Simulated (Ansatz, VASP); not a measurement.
## GaBiBr: VASP beside Ansatz

INCAR

```
SYSTEM = GaBiBr
PREC = Accurate
ENCUT = 520
EDIFF = 1E-6
ISMEAR = -1
SIGMA = 0.1
LREAL = .False.
LASPH = .True.
NELM = 80
ALGO = Fast
ISIF = 2
LWAVE = .False.
LCHARG = .True.
LELF = .True.
LVHAR = .True.
NBANDS = 44
```

KPOINTS

```
Automatic mesh
0
Gamma
  8 8 4
  0 0 0
```

POSCAR

```
GaBiBr
1.0
    4.1355380000      0.0000000000      0.0000000000
    0.0000000000      4.1355380000      0.0000000000
    0.0000000000      0.0000000000      8.5559220000
Bi Ga Br
2 2 2
Direct
    0.0000000000      0.5000000000      0.1530000000
    0.5000000000      0.0000000000      0.8470000000
    0.0000000000      0.0000000000      0.0000000000
    0.5000000000      0.5000000000      0.0000000000
    0.0000000000      0.5000000000      0.6500000000
    0.5000000000      0.0000000000      0.3500000000
```

Input for Ansatz:

```yaml
crystal:
  lattice:
    - [4.135538, 0.0, 0.0]
    - [0.0, 4.135538, 0.0]
    - [0.0, 0.0, 8.555922]
  atoms:
    - { symbol: Bi, position: [0.0, 0.5, 0.153] }
    - { symbol: Bi, position: [0.5, 0.0, 0.847] }
    - { symbol: Ga, position: [0.0, 0.0, 0.0] }
    - { symbol: Ga, position: [0.5, 0.5, 0.0] }
    - { symbol: Br, position: [0.0, 0.5, 0.65] }
    - { symbol: Br, position: [0.5, 0.0, 0.35] }
  symmetry: { tolerance: 0.0003 }
kpoints:
  mp_grid: { grid: [8, 8, 4], shift: [0, 0, 0] }
  band_path:
    path:
      - [0.0, 0.0, 0.0]
      - [0.0, 0.5, 0.0]
      - [0.5, 0.5, 0.0]
      - [0.0, 0.0, 0.0]
      - [0.0, 0.0, 0.5]
      - [0.0, 0.5, 0.5]
      - [0.5, 0.5, 0.5]
      - [0.0, 0.0, 0.5]
      - [0.0, 0.5, 0.0]
      - [0.0, 0.5, 0.5]
      - [0.5, 0.5, 0.0]
    npoints: 6
magnetization:
  spin_polarized: false
scf:
  occupations: { method: fermi_dirac }
  lower_state_search: "off"
  max_iter: 200
hamiltonian:
  pseudopotentials: { kind: paw }
  xc: lda
basis:
  ecutwfc: 420
  fft_grid_basis: typed
output:
  forces: true
  stress: true
  eigenvalues: true
  bader: true
  populations: true
  elf: true
  write_potential: true
  volumetric_format: npy
  dos:
    e_range: [-12, 8]
    de: 0.05
    projected: { site_lists: { Bi: [Bi], Br: [Br], Ga: [Ga] } }
checkpoint:
  read: saved_state
```

The cell was built by a generator and needn't be a form met in nature.

Alike in both runs: task single point; functional LDA; k mesh 8 × 8 × 4; no spin polarisation.

```csv
,VASP,Ansatz
version,VASP 6.6.1,Ansatz 0.2.0
potentials or method,"VASP PAW LDA potentials, release 64 (Bi_d, Ga_d, Br)",PAW plane waves
plane-wave cutoff (eV),520,420
occupations,"fermi-dirac, width 0.1 eV",fermi-dirac
valence electrons in the cell,70,70
```

Ansatz gave:

| Property | Result |
| --- | --- |
| pressure (GPa) | 20.7 |
| largest component of the traceless stress (GPa) | 2.44 |
| rms of the force components (eV/Å) | 2.390 |

Problem. Which values does VASP return?

Solution. Pressure (GPa): 21.0; largest component of the traceless stress (GPa): 2.50; rms of the force components (eV/Å): 2.423.

Atom by atom the forces differ by 0.033 eV/Å (rms over components).

Caveats: so large a pressure means that the cell lies far from this level's equilibrium, or that cutoff or potentials fall short (VASP); spin-orbit coupling is left out, which moves the levels of the heavy elements; forces of over 1 eV/Å show positions far from the minimum, so gaps and moduli don't describe the material at rest.
